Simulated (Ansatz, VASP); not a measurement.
# NaCa2H2 in VASP and in Ansatz

```
CELL_PARAMETERS angstrom
4.63121 0.00000 0.00000
-2.31561 4.01075 0.00000
0.00000 0.00000 3.70550
ATOMIC_POSITIONS crystal
Na 0.00000 0.00000 0.64830
Ca 0.33333 0.66667 0.04673
Ca 0.66667 0.33333 0.04673
H 0.33333 0.66667 0.62114
H 0.66667 0.33333 0.62114
```

Alike in both runs: task relaxation of cell and atoms; functional PBE; k mesh 6 × 6 × 6; occupations gaussian, width 0.1 eV; no spin polarisation.

|  | VASP | Ansatz |
| --- | --- | --- |
| version | VASP 6.6.1 | Ansatz 0.2.0 |
| potentials or method | VASP PAW PBE potentials, release 64 (Na_pv, Ca_sv, H) | scalar-relativistic, plane waves, PAW |
| plane-wave cutoff (eV) | 600 | 420 |
| valence electrons in the cell | 29 | 31 |

Ansatz gave:

```
gap on the k mesh at the Fermi level, each at its own relaxed structure (eV) : none
relaxed volume (Å³/atom)                                                     : 30.20
relaxed cell length with the largest relative difference (Å)                 : 6.444
energy change over the relaxation (meV/atom)                                 : -986
```

Problem. Estimate VASP's values.

Solution. gap on the k mesh at the Fermi level, each at its own relaxed structure (eV): none; relaxed volume (Å³/atom): 29.66; relaxed cell length with the largest relative difference (Å): 6.380; energy change over the relaxation (meV/atom): -978.

A gap of «none» marks a metal or a gap that the smearing closes. The two sets of potentials don't hold the same shells in valence.

Caveats: the volume moved by over 15 % at a fixed basis, so the end points are rough (VASP).
